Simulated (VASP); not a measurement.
Here is the system:

```
CELL_PARAMETERS angstrom
      5.01833     0.00000     0.00000
      0.00000     5.01833     0.00000
      0.00000     0.00000     3.44362
ATOMIC_POSITIONS crystal
  Pb 0.00000 0.00000 0.00000
  Pb 0.50000 0.50000 0.50000
  O  0.30720 0.30720 0.00000
  O  0.80720 0.19280 0.50000
  O  0.19280 0.80720 0.50000
  O  0.69280 0.69280 0.00000
```

Level of theory: PBE GGA with D4 dispersion, VASP's PBE PAW potentials (set 64) (plane waves; VASP). Settings: 520 eV cut-off, Gaussian smearing of 0.050 eV, potentials Pb_d O.

Unless said otherwise, spin-orbit coupling is left out, though it shifts the bands of the heavy elements here.

Give the energies of bands 15 to 28 at the high-symmetry points, in eV from the valence-band maximum.

| band | Γ | X | M | Z | R | A |
|---|---|---|---|---|---|---|
| 15 | -7.99 | -6.42 | -5.63 | -7.32 | -7.03 | -7.77 |
| 16 | -3.26 | -6.42 | -5.63 | -7.32 | -7.03 | -7.77 |
| 17 | -3.18 | -2.52 | -3.07 | -3.26 | -4.52 | -3.81 |
| 18 | -3.18 | -2.52 | -3.07 | -3.26 | -4.52 | -3.81 |
| 19 | -2.07 | -2.35 | -2.50 | -2.83 | -3.31 | -1.94 |
| 20 | -1.97 | -2.35 | -2.50 | -2.83 | -3.31 | -1.94 |
| 21 | -1.70 | -1.29 | -1.51 | -1.98 | -1.03 | -1.82 |
| 22 | -0.72 | -1.29 | -1.51 | -1.98 | -1.03 | -1.82 |
| 23 | -0.62 | -0.66 | -0.68 | -1.05 | -0.72 | -0.62 |
| 24 | -0.62 | -0.66 | -0.68 | -1.05 | -0.72 | -0.62 |
| 25 | -0.55 | -0.35 | -0.44 | -0.74 | -0.21 | -0.48 |
| 26 | -0.55 | -0.35 | -0.44 | -0.74 | -0.21 | -0.48 |
| 27 | 0.10 | 2.27 | 2.66 | 3.56 | 3.87 | 2.67 |
| 28 | 4.05 | 2.27 | 2.66 | 3.56 | 3.87 | 2.67 |

The gap is indirect, 0.01 eV, from the valence maximum at Γ-Z at 0.22 to the conduction minimum at M-Γ at 0.78.

The compound is PbO2 in the rutile structure. It was relaxed first.
